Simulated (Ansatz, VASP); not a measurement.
# SiO: VASP beside Ansatz

One calculation is typed for both programs; each brings its own data sets. How far apart do they land? The cell is taken from a series of runs on this material, whose earlier steps may have relaxed, scaled, displaced or heated it; both programs get it as it stands.

Program: Ansatz 0.2.0. Level of theory: plane waves, with VASP 6.6.1 beside it; relaxation of cell and atoms at PBE. Results are calculated unless marked as measured.

The structure was built from a prototype and need not be the compound's stable phase.

## Step 1: The starting structure

Symmetry: Cmcm, No. 63, orthorhombic system. Conventional cell: a = 3.123 Å, b = 8.643 Å, c = 3.145 Å, α = 90.00°, β = 90.00°, γ = 90.00°. Si has 1 O at 1.98 Å nearest. O has 1 Si at 1.98 Å nearest. As first built, before any earlier steps moved the atoms (in the runner's words): all S replaced by O and Sn replaced by Si in the Cmcm structure of SnS. Farther neighbours and most contacts between anions are not listed.

As a file:

```xyz
4
Lattice="1.5615 -4.3215 0.0000 1.5615 4.3215 0.0000 0.0000 0.0000 3.1447" Properties=species:S:1:pos:R:3 pbc="T T T"
Si    1.5615    3.2843    2.3586
Si    1.5615   -3.2843    0.7862
O     1.5615    1.3051    2.3586
O     1.5615   -1.3051    0.7862
```

## Step 2: VASP: relaxation of cell and atoms, PBE

The relaxed volume is the usual yardstick between codes: in a stiff, nearly cubic crystal its relative difference is about their pressure difference at one cell divided by the bulk modulus.

Lines of VASP's logs that name or quote its potential files are left out, and so is its time.

File INCAR:

```
SYSTEM = SiO
PREC = Accurate
ENCUT = 600
EDIFF = 1E-07
NELM = 120
ISMEAR = -1
SIGMA = 0.05
LREAL = .FALSE.
ALGO = Normal
GGA = PE
NBANDS = 16
LORBIT = 11
LWAVE = .FALSE.
LCHARG = .FALSE.
ISIF = 3
IBRION = 2
NSW = 80
EDIFFG = -0.005
LASPH = .TRUE.
GGA_COMPAT = .FALSE.
NELMIN = 4
EFERMI = MIDGAP
KPAR = 2
```

File POSCAR:

```
SiO
1.0
    1.5614500000     -4.3214670000      0.0000000000
    1.5614500000      4.3214670000      0.0000000000
    0.0000000000      0.0000000000      3.1447330000
Si O
2 2
Direct
    0.1199999907      0.8800000093      0.7500000795
    0.8800000093      0.1199999907      0.2499999205
    0.3490000039      0.6509999961      0.7500000795
    0.6509999961      0.3490000039      0.2499999205
```

File KPOINTS:

```
Automatic mesh
0
Gamma
8 8 7
0 0 0
```

PAW data sets: Si and O (PBE family, release 64).

On the command line:

```bash
> mpirun -np 2 vasp_std
```

Numbers of over 12 decimals in the logs are rounded to 6 here.

Log:

```text
[banner, memory and clock lines left out]
running    2 mpi-ranks, on    1 nodes
 distrk:  each k-point on    1 cores,    2 groups
 distr:  one band on    1 cores,    1 groups

 POSCAR found type information on POSCAR SiO
 POSCAR found :  2 types and       4 ions
 LDA part: xc-table for (Slater+PW92), standard interpolation
 POSCAR, INCAR and KPOINTS ok, starting setup
 FFT: planning ... GRIDC
 FFT: planning ... GRID_SOFT
 FFT: planning ... GRID
 WAVECAR not read
 entering main loop
       N       E                     dE             d eps       ncg     rms          rms(c)
DAV:   1     0.730987815943E+02    0.73099E+02   -0.11191E+04  2688   0.129E+03
DAV:   2    -0.215260176791E+02   -0.94625E+02   -0.91578E+02  3688   0.228E+02
DAV:   3    -0.254301465609E+02   -0.39041E+01   -0.38943E+01  3152   0.484E+01
DAV:   4    -0.254501420715E+02   -0.19996E-01   -0.19993E-01  3384   0.399E+00
DAV:   5    -0.254502712950E+02   -0.12922E-03   -0.12922E-03  3304   0.302E-01    0.936E+00
DAV:   6    -0.236036320548E+02    0.18466E+01   -0.87128E+00  2856   0.240E+01    0.468E+00
DAV:   7    -0.234961493684E+02    0.10748E+00   -0.71099E-01  3080   0.685E+00    0.201E+00
DAV:   8    -0.234849251186E+02    0.11224E-01   -0.96359E-02  3304   0.230E+00    0.484E-01
DAV:   9    -0.234839606870E+02    0.96443E-03   -0.12567E-02  3360   0.858E-01    0.164E-01
DAV:  10    -0.234840584804E+02   -0.97793E-04   -0.10483E-03  3256   0.271E-01    0.651E-02
DAV:  11    -0.234841189379E+02   -0.60458E-04   -0.12491E-04  3200   0.986E-02    0.150E-02
DAV:  12    -0.234841163298E+02    0.26081E-05   -0.17893E-05  3192   0.305E-02    0.454E-03
DAV:  13    -0.234841163782E+02   -0.48404E-07   -0.16555E-06  3216   0.101E-02    0.195E-03
DAV:  14    -0.234841162326E+02    0.14560E-06   -0.16442E-07  2296   0.355E-03    0.453E-04
DAV:  15    -0.234841162035E+02    0.29088E-07   -0.17637E-08  1688   0.111E-03
   1 F= -.23484116E+02 E0= -.23482842E+02  d E =-.234841E+02
[... from here on, the cycles between the ionic steps are left out ...]
   2 F= -.23980939E+02 E0= -.23979872E+02  d E =-.496823E+00
   3 F= -.24105149E+02 E0= -.24103555E+02  d E =-.621033E+00
  43 F= -.24292695E+02 E0= -.24292691E+02  d E =-.191427E-03
  44 F= -.24292886E+02 E0= -.24292882E+02  d E =-.382160E-03
  45 F= -.24292945E+02 E0= -.24292941E+02  d E =-.587364E-04
  46 F= -.24292954E+02 E0= -.24292951E+02  d E =-.685638E-04
  47 F= -.24292955E+02 E0= -.24292951E+02  d E =-.686851E-04
  48 F= -.24292962E+02 E0= -.24292958E+02  d E =-.733152E-05
  49 F= -.24292969E+02 E0= -.24292965E+02  d E =-.144511E-04
  50 F= -.24292975E+02 E0= -.24292972E+02  d E =-.605389E-05
  51 F= -.24292979E+02 E0= -.24292976E+02  d E =-.100732E-04
  52 F= -.24292982E+02 E0= -.24292979E+02  d E =-.330611E-05
  53 F= -.24292991E+02 E0= -.24292988E+02  d E =-.117824E-04
 curvature:  -1.82 expect dE=-0.243E-04 dE for cont linesearch -0.591E-05
 ZBRENT: increasing intervall
 opt :   1.2072  next Energy=   -24.293001 (dE=-0.221E-04)
 bond charge predicted
       N       E                     dE             d eps       ncg     rms          rms(c)
DAV:   1    -0.242930931787E+02   -0.10221E-03   -0.67113E-03  2688   0.669E-01    0.707E-02
DAV:   2    -0.242930115200E+02    0.81659E-04   -0.39474E-04  3384   0.154E-01    0.218E-02
DAV:   3    -0.242930052457E+02    0.62744E-05   -0.18594E-05  3152   0.351E-02    0.121E-02
DAV:   4    -0.242930025369E+02    0.27088E-05   -0.74650E-06  3016   0.200E-02    0.363E-03
DAV:   5    -0.242930022044E+02    0.33251E-06   -0.90825E-07  3424   0.735E-03    0.155E-03
DAV:   6    -0.242930020974E+02    0.10693E-06   -0.72284E-08  1552   0.208E-03    0.624E-04
DAV:   7    -0.242930019997E+02    0.97751E-07   -0.25982E-08  1408   0.129E-03
  54 F= -.24293002E+02 E0= -.24292999E+02  d E =-.228815E-04
 curvature:  -3.17 expect dE=-0.570E-05 dE for cont linesearch -0.217E-05
 trial: gam=-0.15245 g(F)=  0.502E-06 g(S)=  0.130E-05 ort = 0.967E-05 (trialstep = 0.338E+00)
 search vector abs. value=  0.203E-05
 reached required accuracy - stopping structural energy minimisation
```

From OUTCAR (step 2):

```text
ion  position               nearest neighbor table
   1  0.120  0.880  0.750-   3 1.98   4 2.23   4 2.23   4 2.23   4 2.23   2 2.60   2 2.60
   2  0.880  0.120  0.250-   4 1.98   3 2.23   3 2.23   3 2.23   3 2.23   1 2.60   1 2.60
   3  0.349  0.651  0.750-   1 1.98   2 2.23   2 2.23   2 2.23   2 2.23
   4  0.651  0.349  0.250-   2 1.98   1 2.23   1 2.23   1 2.23   1 2.23

  LATTYP: Found a base centered orthorhombic cell.
 ALAT       =     3.1229000000
 B/A-ratio  =     2.7675987063
 C/A-ratio  =     1.0069912581

 Subroutine GETGRP returns: Found  8 space group operations
 (whereof  4 operations were pure point group operations)

The static configuration has the point symmetry C_2h.
 The point group associated with its full space group is D_2h.

 Found     84 irreducible k-points:

   k-points           NKPTS =     84   k-points in BZ     NKDIM =     84   number of bands    NBANDS=     16

   dimension x,y,z NGX =    40 NGY =   40 NGZ =   28
   dimension x,y,z NGXF=    80 NGYF=   80 NGZF=   56

   ENCUT  =  600.0 eV  44.10 Ry    6.64 a.u.   9.18  9.18  6.28*2*pi/ulx,y,z

   NELECT =      20.0000    total number of electrons

 k-points in reciprocal lattice and weights: Automatic mesh
   0.00000000  0.00000000  0.00000000       0.002
   0.12500000  0.00000000  0.00000000       0.009
   0.25000000  0.00000000  0.00000000       0.009
   0.37500000 -0.00000000  0.00000000       0.009
   0.50000000  0.00000000  0.00000000       0.004
   0.12500000  0.12500000  0.00000000       0.004
   0.25000000  0.12500000  0.00000000       0.009
   0.37500000  0.12500000  0.00000000       0.009
   0.50000000  0.12500000  0.00000000       0.009
[...]
-0.37500000  0.37500000  0.42857143       0.009
   0.50000000  0.50000000  0.42857143       0.004

 average (electrostatic) potential at core
       1 -84.3362       2 -84.3362       3 -70.5941       4 -70.5941

 E-fermi :   6.2584

 k-point     1 :       0.0000    0.0000    0.0000
  band No.  band energies     occupation
    ...
      6       0.0131      2.00000
      7       0.7417      2.00000
      8       2.5163      2.00000
      9       2.7256      2.00000
     10       5.6182      1.99999
     11       9.2450      0.00000
     12      10.6670      0.00000
     13      11.6382      0.00000
     14      11.9514      0.00000
     15      12.4758      0.00000
    ...

 k-point     2 :       0.1250    0.0000    0.0000
  band No.  band energies     occupation
    ...
      6       0.0662      2.00000
      7       0.1473      2.00000
      8       2.4702      2.00000
      9       3.0990      2.00000
     10       5.5343      2.00000
     11       8.9913      0.00000
     12      10.8429      0.00000
     13      10.8768      0.00000
     14      11.5574      0.00000
     15      12.4506      0.00000
    ...

 k-point     3 :       0.2500    0.0000    0.0000
  band No.  band energies     occupation
    ...
      6      -0.0134      2.00000
      7       0.2964      2.00000
      8       2.2872      2.00000
      9       3.6448      2.00000
     10       5.3879      2.00000
     11       7.7965      0.00000
     12      10.3043      0.00000
     13      10.8834      0.00000
     14      10.9717      0.00000
     15      12.1211      0.00000
    ...

  Total        0.0045248      0.0077702      0.0051800      0.0000000      0.0000000      0.0000000
  in kB        0.1351379      0.2320637      0.1547054      0.0000000      0.0000000      0.0000000
  external PRESSURE =       0.1739690 kB  Pullay stress =       0.0000000 kB

  energy-cutoff  :      600.00
  volume of cell :       53.65
      direct lattice vectors                 reciprocal lattice vectors
     1.556859325 -5.294627636  0.000000000     0.321159396 -0.094435347  0.000000000
     1.556859325  5.294627636 -0.000000000     0.321159396  0.094435347 -0.000000000
     0.000000000  0.000000000  3.254003845     0.000000000  0.000000000  0.307313712

 POSITION                                       TOTAL-FORCE (eV/Angst)
 -----------------------------------------------------------------------------------
      1.55686      3.75977      2.44050         0.000000      0.000427      0.000000
      1.55686     -3.75977      0.81350         0.000000     -0.000427     -0.000000
      1.55686      2.00159      2.44050         0.000000      0.002240      0.000000
      1.55686     -2.00159      0.81350         0.000000     -0.002240     -0.000000
 -----------------------------------------------------------------------------------
    total drift:                               -0.000274     -0.000000     -0.000002

  FREE ENERGIE OF THE ION-ELECTRON SYSTEM (eV)
  ---------------------------------------------------
  free  energy   TOTEN  =       -24.2930019997 eV

  energy  without entropy=      -24.2929959532  energy(sigma->0) =      -24.29299898

 reached required accuracy - stopping structural energy minimisation

 total charge
# of ion       s       p       d       tot
------------------------------------------
    1        0.947   0.531   0.000   1.479
    2        0.947   0.531   0.000   1.479
    3        1.583   3.451   0.000   5.035
    4        1.583   3.451   0.000   5.035
--------------------------------------------------
tot          5.061   7.966   0.000  13.027

[... 3 further parts left out ...]
```

After so large a change of volume the plane waves of the start cell no longer fit, so the final stress carries a basis-set error. The run keeps the 8 symmetry operations of its start, so it cannot find a distortion of lower symmetry.

## Step 3: Ansatz: relaxation of cell and atoms, PBE

Ansatz runs on its default PAW (the set named soft_2) files.

The same cell, functional, mesh and smearing now go to Ansatz, which takes its cutoff from its data sets.

File input.yaml:

```yaml
crystal:
  lattice:
    - [1.56145, -4.32146721, 0.0]
    - [1.56145, 4.32146721, 0.0]
    - [0.0, 0.0, 3.1447332]
  atoms:
    - { symbol: Si, position: [0.12, 0.88, 0.75] }
    - { symbol: Si, position: [0.88, 0.12, 0.25] }
    - { symbol: O, position: [0.349, 0.651, 0.75] }
    - { symbol: O, position: [0.651, 0.349, 0.25] }
kpoints:
  mp_grid: { grid: [8, 8, 7] }
scf:
  occupations: { method: fermi_dirac, width: 0.05 }
hamiltonian:
  xc: pbe
output:
  forces: true
  stress: true
  write_density: true
  write_potential: true
  elf: true
  volumetric_format: npy
relax:
  f_tol: 0.02
  max_steps: 50
  cell: {}
```

On the command line:

```bash
> ansatz run input.yaml --threads 1 --pin off --max-ram 4096MiB --backend cpu --events-out ev --progress --plain --runs-dir out
```

Log:

```text
Engine: ansatz 0.2.0, aarch64-unknown-linux-gnu
Pseudopotentials: kind: paw
Pseudopotential: Si, paw, valence charge 4, recommended cutoff 420 eV (normal), Si.paw.azcp
Pseudopotential: O, paw, valence charge 6, recommended cutoff 420 eV (normal), O.paw.azcp
Functional definition: PBE
  parameter kappa = 0.804
  parameter beta = 0.066725
  exchange = pbe_x(kappa = kappa, mu = beta*pi^2/3)
  correlation = pbe_c(beta = beta)
Crystal: 4 atoms, lattice volume = 42.440 Å³
Basis set: ecut = 420 eV, 845 PW (Γ), exchange–correlation on 64×64×48 points (8 copies of the dense FFT grid, shifted against one another)
Bands: 14, of which v1, the nominal top of the filled ones, is band 10 counted from 1 (9 counted from 0)
Symmetry: 8 space group operations
Space group: Cmcm (ITA 63), of the structure as read, at distance tolerance 3.5e-5 Å
k-points: 84 of 448
Non-local potential: Si, projectors of the file, l = 0: 2, l = 1: 2, l = 2: 2
Non-local potential: O, projectors of the file, l = 0: 2, l = 1: 2, l = 2: 1
PAW form: soft (Blöchl's): semilocal exchange-correlation on the pseudo side does not see the compensation charge
PAW one-centre angular grid: Si, 110 points (default); XC on 64 Gauss nodes
PAW one-centre angular grid: O, 110 points (default); XC on 64 Gauss nodes
Initial density: superposition of atomic densities (neutral atoms: chi_scale 0, normalization atom), corrected by the library's trained network
Initial wavefunctions: pseudopotential atomic-orbital guess
Functional: x = pbe(κ = 0.804, μ = 0.219515), c = pbe(β = 0.066725)
SCF iter   1: F=—  HF=-2404.184525 eV  |F-HF|=—  |Δ(HF+E_count)|=         —  Δρ=6.13e-3  dr2=1.87e-2  ethr=1.77e-3  ⟨swp⟩=5.5  Hψ=6896  notcnv=0
preconditioner: auto → none  [insulator: Δε(μ)=0.229 eV  Ē_g=12.186 eV  σ=0.050 eV  W_gap=0.70  n_scr=8 (ndim 8)  ℏωp=25.5 eV  f_vac=0.000  D(μ)=0.31/eV (n_scr^D=0)  ε∞_Penn≈5.4]
SCF iter   2: F=—  HF=-2404.181645 eV  |F-HF|=—  |Δ(HF+E_count)|=   2.88e-3  Δρ=2.24e-3  dr2=1.37e-3  ethr=9.33e-5  ⟨swp⟩=2.7  Hψ=2531  notcnv=0
SCF iter   3: F=—  HF=-2404.181776 eV  |F-HF|=—  |Δ(HF+E_count)|=   1.32e-4  Δρ=8.60e-4  dr2=1.92e-4  ethr=6.86e-6  ⟨swp⟩=2.4  Hψ=1851  notcnv=0
SCF iter   4: F=—  HF=-2404.181850 eV  |F-HF|=—  |Δ(HF+E_count)|=   7.32e-5  Δρ=2.04e-4  dr2=7.68e-6  ethr=9.59e-7  ⟨swp⟩=2.9  Hψ=1841  notcnv=0
SCF iter   5: F=—  HF=-2404.181820 eV  |F-HF|=—  |Δ(HF+E_count)|=   2.96e-5  Δρ=2.51e-5  dr2=1.16e-7  ethr=3.84e-8  ⟨swp⟩=2.2  Hψ=1842  notcnv=0
SCF iter   6: F=-2404.181820 eV  HF=-2404.181820 eV  |F-HF|=1.48e-9  |Δ(HF+E_count)|=   1.47e-7  Δρ=3.15e-6  dr2=2.05e-9  ethr=5.00e-10  ⟨swp⟩=7.6  Hψ=6493  notcnv=0
SCF 1 converged in 6 iterations: F = -2404.181820 eV  dr2 = 2.05e-9
  greatest PAW one-centre occupation: 0.876 electrons in one spin orbital (limit 2), on the O atom at site 3 (counted from 0), in its partial waves of l = 0
relax step   1: F+E_penalty+E_count = -2404.18182018 eV  Δ(F+E_penalty+E_count) = +0.000e0 eV  max|allowed force component| = 2.329e0 eV/Å  Δτ_max = 0.0000 Å  P = +4.617 GPa  Ω = 42.440 Å³  (6 SCF iters, dr2 threshold 1.00e-7 eV, accepted)
[...]
relax step  38: F+E_penalty+E_count = -2405.05382411 eV  Δ(F+E_penalty+E_count) = -2.298e-3 eV  max|allowed force component| = 1.028e-3 eV/Å  Δτ_max = 0.0000 Å  P = +0.017 GPa  Ω = 61.071 Å³  stress off target by 8.20e-2 GPa  SCF on the basis re-selected at this cell (its energy is not comparable with the rows above)  (6 SCF iters)
[...]
relax step  39: F+E_penalty+E_count = -2405.05328498 eV  Δ(F+E_penalty+E_count) = +5.391e-4 eV  max|allowed force component| = 1.740e-3 eV/Å  Δτ_max = 0.0035 Å  P = +0.007 GPa  Ω = 61.333 Å³  energy of the carried Pulay correction = -6.399e-4 eV  (6 SCF iters, dr2 threshold 1.68e-8 eV, accepted)
[...]
relax step  40: F+E_penalty+E_count = -2405.05280340 eV  Δ(F+E_penalty+E_count) = +4.816e-4 eV  max|allowed force component| = 6.304e-4 eV/Å  Δτ_max = 0.0026 Å  P = +0.004 GPa  Ω = 61.531 Å³  energy of the carried Pulay correction = -1.142e-3 eV  (7 SCF iters, accepted)
[...]
relax step  41: F+E_penalty+E_count = -2405.05398785 eV  Δ(F+E_penalty+E_count) = -1.184e-3 eV  max|allowed force component| = 9.996e-4 eV/Å  Δτ_max = 0.0000 Å  P = +0.012 GPa  Ω = 61.531 Å³  stress off target by 4.47e-2 GPa  SCF on the basis re-selected at this cell (its energy is not comparable with the rows above)  (6 SCF iters)
basis re-selected at this cell: Δ(F+E_penalty+E_count) = -1.184e-3 eV, ΔP = +0.008 GPa vs the last step (what re-selecting the basis moved, of the pressure what is left beyond the Pulay correction that the steps carried, after the strain that the cell walked since its last selection, with what the two solves' SCF thresholds leave and, on support functions, any second-order correction that the steps lacked; it is no m [...]
SCF converged after 6 iterations
Free energy (F): -2405.053988 eV
Harris-Foulkes:  -2405.053988 eV  (|F-HF|=1.36e-12)
Internal energy: -2405.053988 eV  (E = F + TS)
E sigma→0 (E₀):  -2405.053988 eV
Fermi energy:    5.836609 eV
--- Per-component energies (eV) ---
  E_band       = -51.861376
  E_kinetic    = 427.243222
  E_local      = -1397.437617  (includes V_loc(G=0)·N_el)
  E_nonlocal   = 148.300610
  E_hartree    = 562.119911
  E_xc         = -257.326411
  E_vxc        = -280.601676  (∫ρ·V_xc dr)
  E_paw        = -1338.840822  (= ΣΔE_a)
  E_vpaw       = -73.610574  (= ΣTr[D̂ρ^β])
  E_aug_tail   = 0.004845  (compensation charges beyond the density's cutoff)
  E_ewald      = -549.117727
  E_smearing   = -0.000000  (= −TS)
  E_closure    = 0.000000  (closes the sum)
  Σ components = -2405.053988   (vs F -2405.053988, Δ=0.00e0)
--- Forces (eV/Å), atoms counted from 1 ---
  atom   1  Si     0.00000000     0.00099963     0.00000000
  atom   2  Si     0.00000000    -0.00099963     0.00000000
  atom   3  O      0.00000000    -0.00006191     0.00000000
  atom   4  O      0.00000000     0.00006191     0.00000000
  max |Σ_I F_I| component: 0.00e0 eV/Å
--- Stress (GPa, compression-positive) ---
       -0.002369       0.000000       0.000000
       -0.000000       0.044741       0.000000
        0.000000       0.000000      -0.005029
  P = ⅓ Tr σ = 0.0124 GPa (0.124 kbar)
--- Band table (eV; the first three rows and the last of 84) ---
  k-point 0: bands = [... 6 lower, 0.6939, 2.2612, 2.2916, 4.7279, 8.4611, 10.2639, 11.3022, 11.4048]
  k-point 1: bands = [... 6 lower, -0.1466, 2.2184, 2.9065, 4.6291, 8.6460, 10.1715, 10.2620, 11.0122]
  k-point 2: bands = [... 6 lower, -0.0030, 1.9414, 3.7172, 4.3637, 7.8081, 9.0092, 10.3607, 10.5661]
  k-point 83: bands = [... 6 lower, 0.6749, 1.3947, 3.8311, 4.4277, 6.9555, 8.0587, 10.5689, 10.6279]
--- Relaxed structure (34 steps of the walk, 32 accepted, 7 SCFs on fresh bases) ---
  F+E_penalty+E_count = -2405.05398785 eV   max|allowed force component| = 9.996e-4 eV/Å   (the final SCF, on the basis selected at the relaxed cell)
  cell:  # Å, volume = 61.5310 Å³
    - [1.583578, -6.094183, -2.4190639058505656e-18]
    - [1.583578, 6.094183, -2.4190639058505402e-18]
    - [-4.871952721925075e-18, 0, 3.187932]
  atoms:
    - { symbol: Si, position: [0.158088, 0.841912, 0.750000] }
    - { symbol: Si, position: [0.841912, 0.158088, 0.250000] }
    - { symbol: O, position: [0.301991, 0.698009, 0.750000] }
    - { symbol: O, position: [0.698009, 0.301991, 0.250000] }
```

The column dr2 measures how far the density is from self-consistency, as an energy; F and HF (Harris–Foulkes) agree once it is small.

## Step 4: Side by side

Known differences besides the potentials themselves: VASP's second relaxation, with the basis of the relaxed cell, did not converge, so the first is compared; the cutoff is 420 eV in Ansatz and 600 eV in VASP; Ansatz adds a Pulay correction to the stress that steers its cell, VASP none. Total energies have different zeros and are not compared.

Compared:

```
                                         quantity  Ansatz   VASP  difference
                                      volume (Å³)   61.53  53.65    +14.70 %
edge a after relaxation, in the typed setting (Å)   6.297  5.519    +14.09 %
edge c after relaxation, in the typed setting (Å)   3.188  3.254     -2.03 %
```

## Step 5: Summary of results

* difference in volume (relaxation of cell and atoms, PBE): 15 %

In words: The difference in volume is 15 % (relaxation of cell and atoms, PBE), beyond the 1.2 % picked in this series as the mark of a large difference, as far as the stopping tolerances let one tell. What causes the difference of the relaxation of cell and atoms, PBE pair stays open here. VASP runs on this material, other cells of it included, that failed, so that no pair exists: relaxation of cell and atoms, PBE (timeout). How closely two codes agree says nothing of how well the functional describes the real material.

[Lines on the potential files, build, host, timing and source positions are cut from VASP's logs without a mark.]

[Logs are printed without paths, hosts, clocks, repeated set-up lines and the standing remarks that a program may print on its own settings, such as how far it seeks lower states.]

[Hosts, paths, dates, database ids (printed as entryN), source tags and the programs' standing remarks are cut or masked in the printed files.]
